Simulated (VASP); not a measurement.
Given:

```cif
data_BPt
_chemical_formula_sum 'Pt1 B1'
_space_group_name_H-M_alt 'P 1'
_space_group_IT_number 1
_cell_length_a 2.78117
_cell_length_b 2.78117
_cell_length_c 2.78117
_cell_angle_alpha 90.000
_cell_angle_beta 90.000
_cell_angle_gamma 90.000
loop_
_space_group_symop_operation_xyz
  'x, y, z'
loop_
_atom_site_label
_atom_site_type_symbol
_atom_site_fract_x
_atom_site_fract_y
_atom_site_fract_z
_atom_site_occupancy
Pt1 Pt 0.00000 0.00000 0.00000 1
B1 B 0.50000 0.50000 0.50000 1
```

Computed with PBEsol GGA, VASP's PBE PAW potentials (set 64) (plane waves; VASP). Run with 600 eV cut-off, 12×12×12 Γ-centred mesh, first-order Methfessel-Paxton smearing of 0.10 eV, potentials Pt B.

Each relaxation starts from this cell; other phases were not tried.

**Question.** The cell is relaxed at 2 GPa. What happens?

**Answer.** The volume per atom goes from 10.76 to 10.68 Å³ (-0.7 %), and the cell becomes a = b = c = 2.775 Å, α = β = γ = 90.00°, space group Pm-3m.

**Question.** The cell is relaxed at 10 GPa. What happens?

**Answer.** The volume per atom goes from 10.76 to 10.42 Å³ (-3.1 %), and the cell becomes a = b = c = 2.7518 Å, α = β = γ = 90.00°, space group Pm-3m.

Failed runs are left out, and for metals the shear rows, which the mesh's noise covers.

The structure was generated: BPt was put into the CsCl type (Pm-3m), which need not be its known phase. The electron count is odd and the run is not spin-polarised, which forces a metal.
